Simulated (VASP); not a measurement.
Calculation: RPBE GGA, VASP's PBE PAW potentials (set 64) (plane waves; VASP).

A VASP calculation is set up with these files.

**INCAR**
```
SYSTEM = NiO
PREC = Accurate
ENCUT = 520
EDIFF = 1E-7
NELM = 100
ALGO = Normal
LREAL = .FALSE.
LASPH = .TRUE.
ISMEAR = 0
SIGMA = 0.05
GGA = RP
LMAXMIX = 4
ISPIN = 2
MAGMOM = 1.4 -1.4 0.0 0.0
LORBIT = 10
LWAVE = .FALSE.
LCHARG = .FALSE.
ISIF = 4
IBRION = 2
NSW = 30
EDIFFG = -0.01
```

File KPOINTS:
```
Automatic mesh
0
Gamma
9 9 9
0 0 0
```

**POSCAR**
```
NiO
1
    4.2801227320     2.1381584288     2.1381584288
    2.1381584288     4.2801227320     2.1381584288
    2.1381584288     2.1381584288     4.2801227320
Ni O
2 2
Direct
  0.0000000000   0.0000000000   0.0000000000
  0.5000000000   0.5000000000   0.5000000000
  0.2500000000   0.2500000000   0.2500000000
  0.7500000000   0.7500000000   0.7500000000
```

POTCAR, in this order: Ni O (PBE.64 set). Program: vasp_std.

Output of the run:

**OSZICAR**
```
       N       E                     dE             d eps       ncg     rms          rms(c)
DAV:   1     0.258843163999E+03    0.25884E+03   -0.15800E+04  6920   0.206E+03
DAV:   2     0.593902284936E+01   -0.25290E+03   -0.23707E+03  7088   0.403E+02
DAV:   3    -0.248597922999E+02   -0.30799E+02   -0.29243E+02  7916   0.157E+02
DAV:   4    -0.259027105425E+02   -0.10429E+01   -0.10351E+01  7608   0.309E+01
DAV:   5    -0.259329390606E+02   -0.30229E-01   -0.30214E-01  8196   0.494E+00    0.198E+01
DAV:   6    -0.236721897652E+02    0.22607E+01   -0.51627E+01 10284   0.113E+02    0.239E+01
DAV:   7    -0.215019098919E+02    0.21703E+01   -0.87304E+00  8908   0.930E+01    0.878E+00
DAV:   8    -0.217884236280E+02   -0.28651E+00   -0.25600E+00  7664   0.149E+01    0.583E+00
DAV:   9    -0.217080009435E+02    0.80423E-01   -0.35884E-01 11380   0.154E+01    0.222E+00
DAV:  10    -0.217333711822E+02   -0.25370E-01   -0.11302E-01  9324   0.606E+00    0.110E+00
DAV:  11    -0.217293646153E+02    0.40066E-02   -0.41674E-02 11072   0.483E+00    0.137E-01
DAV:  12    -0.217301971049E+02   -0.83249E-03   -0.78468E-03  7008   0.806E-01    0.120E-01
DAV:  13    -0.217300816257E+02    0.11548E-03   -0.29615E-04  8576   0.166E-01    0.697E-02
DAV:  14    -0.217301011857E+02   -0.19560E-04   -0.46829E-04  8856   0.306E-01    0.512E-02
DAV:  15    -0.217300931159E+02    0.80697E-05   -0.60389E-05  8756   0.116E-01    0.215E-02
DAV:  16    -0.217300929244E+02    0.19151E-06   -0.16488E-05  8868   0.593E-02    0.583E-03
DAV:  17    -0.217300928450E+02    0.79425E-07   -0.11589E-06  8104   0.204E-02    0.147E-03
DAV:  18    -0.217300928911E+02   -0.46158E-07   -0.38511E-07  6536   0.588E-03
   1 F= -.21730093E+02 E0= -.21730093E+02  d E =-.217301E+02  mag=    -0.0000
```

File OUTCAR:
```
------------------------ aborting loop because EDIFF is reached ----------------------------------------
  FORCE on cell =-STRESS in cart. coord.  units (eV):
  Direction    XX          YY          ZZ          XY          YZ          ZX
  --------------------------------------------------------------------------------------
  Total       -1.1679215     -1.1679215     -1.1679215     -0.0281942     -0.0281942     -0.0281942
  in kB      -47.6657792    -47.6657792    -47.6657792     -1.1506749     -1.1506749     -1.1506749
  external PRESSURE =     -47.6657792 kB  Pullay stress =       0.0000000 kB
  volume of cell :       39.26
      direct lattice vectors                 reciprocal lattice vectors
     4.280122732  2.138158429  2.138158429     0.350197806 -0.116663383 -0.116663383
     2.138158429  4.280122732  2.138158429    -0.116663383  0.350197806 -0.116663383
     2.138158429  2.138158429  4.280122732    -0.116663383 -0.116663383  0.350197806
 POSITION                                       TOTAL-FORCE (eV/Angst)
 -----------------------------------------------------------------------------------
      0.00000      0.00000      0.00000         0.000000      0.000000     -0.000000
      4.27822      4.27822      4.27822        -0.000000     -0.000000      0.000000
      2.13911      2.13911      2.13911        -0.000000     -0.000000     -0.000000
      6.41733      6.41733      6.41733         0.000000      0.000000      0.000000
 -----------------------------------------------------------------------------------
    total drift:                                0.000000     -0.000000     -0.000000
  FREE ENERGIE OF THE ION-ELECTRON SYSTEM (eV)
  ---------------------------------------------------
  free  energy   TOTEN  =       -21.7300928911 eV

  energy  without entropy=      -21.7300928911  energy(sigma->0) =      -21.73009289

 total charge

# of ion       s       p       d       tot
------------------------------------------
    1        0.303   0.345   8.206   8.855
    2        0.303   0.345   8.206   8.855
    3        1.567   3.386   0.000   4.953
    4        1.567   3.386   0.000   4.953
--------------------------------------------------
tot          3.741   7.461  16.412  27.614

 magnetization (x)

# of ion       s       p       d       tot
------------------------------------------
    1       -0.009  -0.012   1.428   1.407
    2        0.009   0.012  -1.428  -1.407
    3        0.000   0.000   0.000   0.000
    4        0.000   0.000   0.000   0.000
--------------------------------------------------
tot          0.000   0.000   0.000   0.000

 reached required accuracy - stopping structural energy minimisation
```
(Selected blocks of OUTCAR.)

File OUTCAR:
```
 val. band max:        6.4121980201   @ k =   0.3333   0.3333   0.1111

 cond. band min:       7.4304166358   @ k =   0.4444   0.2222   0.2222


 Fermi energy:         6.6542671335

 spin component 1

 k-point     1 :       0.0000    0.0000    0.0000
  band No.  band energies     occupation
      1     -12.5864      1.00000
      2     -11.4131      1.00000
      3      -0.3326      1.00000
      4       1.9951      1.00000
      5       1.9952      1.00000
      6       4.5069      1.00000
      7       4.5069      1.00000
      8       4.5199      1.00000
      9       4.7010      1.00000
     10       4.7011      1.00000
     11       4.8211      1.00000
     12       5.0480      1.00000
     13       5.0482      1.00000
     14       5.9288      1.00000
     15       5.9289      1.00000
     16       6.1509      1.00000
     17       8.3647      0.00000
     18       8.4518      0.00000
     19       8.4521      0.00000
     20      12.5877      0.00000

 k-point     2 :       0.1111   -0.0000   -0.0000
  band No.  band energies     occupation
      1     -12.4767      1.00000
      2     -11.3931      1.00000
      3      -0.1314      1.00000
      4       1.9379      1.00000
      5       2.0263      1.00000
      6       3.3800      1.00000
      7       3.9984      1.00000
      8       4.0000      1.00000
      9       4.7605      1.00000
     10       5.0430      1.00000
     11       5.0510      1.00000
     12       5.1588      1.00000
     13       5.5207      1.00000
     14       5.9889      1.00000
     15       6.0108      1.00000
     16       6.1461      1.00000
     17       8.0940      0.00000
     18       8.3867      0.00000
     19       9.1932      0.00000
     20      13.2833      0.00000

 k-point     3 :       0.2222    0.0000    0.0000
  band No.  band energies     occupation
      1     -12.1835      1.00000
      2     -11.3425      1.00000
      3       0.3885      1.00000
...
```

The compound is NiO in the rock salt, AFM-II order structure. This cell is one point of a volume scan, at 1.03 of the reference volume.
